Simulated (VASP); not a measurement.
All values below come from PBE GGA, VASP's PBE PAW potentials (set 64) (plane waves; VASP).

The input files of a VASP run:

KPOINTS:
```
k-points along high-symmetry lines
12
Line-mode
Reciprocal
  0.000000   0.000000   0.000000 ! GAMMA
  0.500000   0.500000   0.500000 ! T

  0.500000   0.500000   0.500000 ! T
  0.812500   0.187500   0.500000 ! H_2

  0.500000  -0.187500   0.187500 ! H_0
  0.500000  -0.000000  -0.000000 ! L

  0.500000  -0.000000  -0.000000 ! L
  0.000000   0.000000   0.000000 ! GAMMA

  0.000000   0.000000   0.000000 ! GAMMA
  0.343750  -0.343750   0.000000 ! S_0

  0.656250   0.000000   0.343750 ! S_2
  0.500000   0.000000   0.500000 ! F

  0.500000   0.000000   0.500000 ! F
  0.000000   0.000000   0.000000 ! GAMMA
```

### INCAR
```
ALGO=Normal
EDIFF=1E-7
ENCUT=520
GGA=PE
ICHARG=11
ISMEAR=0
ISPIN=2
LASPH=.True.
LCHARG=.False.
LMAXMIX=4
LORBIT=11
LREAL=.False.
LWAVE=.False.
MAGMOM=1.4 -1.4 2*0.0
NELM=100
PREC=Accurate
SIGMA=0.05
SYSTEM=NiO
```

**POSCAR**
```
NiO
1.0
  4.1866556908   2.0890034039   2.0890034039
  2.0890034039   4.1866556908   2.0890034039
  2.0890034039   2.0890034039   4.1866556908
Ni O
2 2
Cart
  0.0000000000   0.0000000000   0.0000000000
  4.1823312493   4.1823312493   4.1823312493
  2.0911656246   2.0911656246   2.0911656247
  6.2734968740   6.2734968740   6.2734968740
```

POTCAR, in this order: Ni O (PBE.64 set). Program: vasp_std. Read from the step before: CHGCAR.

Output of the run:

OSZICAR:
```
       N       E                     dE             d eps       ncg     rms          rms(c)
DAV:   1     0.237562351602E+03    0.23756E+03   -0.15926E+04  6808   0.212E+03
DAV:   2     0.220017882832E+01   -0.23536E+03   -0.22270E+03  7080   0.410E+02
DAV:   3    -0.218727596542E+02   -0.24073E+02   -0.22627E+02  7532   0.143E+02
DAV:   4    -0.226068228762E+02   -0.73406E+00   -0.73151E+00  7472   0.258E+01
DAV:   5    -0.226258250282E+02   -0.19002E-01   -0.18998E-01  8228   0.401E+00
DAV:   6    -0.226266224790E+02   -0.79745E-03   -0.79733E-03  8292   0.737E-01
DAV:   7    -0.226266577904E+02   -0.35311E-04   -0.35311E-04  9164   0.131E-01
DAV:   8    -0.226266586219E+02   -0.83150E-06   -0.83149E-06  7440   0.147E-02
DAV:   9    -0.226266586382E+02   -0.16243E-07   -0.16237E-07  4852   0.184E-03
   1 F= -.22626659E+02 E0= -.22626659E+02  d E =-.268225E-11  mag=    -0.0000
```

**OUTCAR**
```



 magnetization (x)

# of ion       s       p       d       tot
------------------------------------------
    1       -0.005  -0.013   1.303   1.285
    2        0.005   0.013  -1.303  -1.285
    3        0.000   0.000   0.000   0.000
    4        0.000   0.000   0.000   0.000
--------------------------------------------------
tot          0.000   0.000  -0.000  -0.000
```
(Selected blocks of OUTCAR.)

**OUTCAR**
```
 val. band max:        7.1848648553   @ k =   0.2273   0.0000   0.2273

 cond. band min:       8.3999809679   @ k =   0.2500  -0.2500   0.0000



 spin component 1

 k-point     1 :       0.0000    0.0000    0.0000
  band No.  band energies     occupation
      1     -12.3651      1.00000
      2     -10.9934      1.00000
      3      -0.2078      1.00000
      4       2.3293      1.00000
      5       2.3294      1.00000
      6       4.9650      1.00000
      7       4.9650      1.00000
      8       4.9931      1.00000
      9       5.3749      1.00000
     10       5.3749      1.00000
     11       5.4794      1.00000
     12       5.7041      1.00000
     13       5.7042      1.00000
     14       6.6266      1.00000
     15       6.6267      1.00000
     16       6.9017      1.00000
     17       9.2563      0.00000
     18       9.2566      0.00000
     19       9.3790      0.00000
     20      13.3782      0.00000

 k-point     2 :       0.0455    0.0455    0.0455
  band No.  band energies     occupation
      1     -12.3592      1.00000
      2     -11.0019      1.00000
      3      -0.1882      1.00000
      4       2.3355      1.00000
      5       2.3356      1.00000
      6       4.9117      1.00000
      7       4.9117      1.00000
      8       4.9169      1.00000
      9       5.3771      1.00000
     10       5.3771      1.00000
     11       5.5151      1.00000
     12       5.7570      1.00000
     13       5.7570      1.00000
     14       6.6251      1.00000
     15       6.6252      1.00000
     16       6.8957      1.00000
     17       9.2483      0.00000
     18       9.2486      0.00000
     19       9.4207      0.00000
     20      13.3755      0.00000

 k-point     3 :       0.0909    0.0909    0.0909
  band No.  band energies     occupation
      1     -12.3415      1.00000
      2     -11.0269      1.00000
      3      -0.1296      1.00000
      4       2.3540      1.00000
...
```

The density is held fixed in this step, so its total energy and stress have no physical meaning.

The compound is NiO in the rock salt, AFM-II order structure. It was relaxed first.
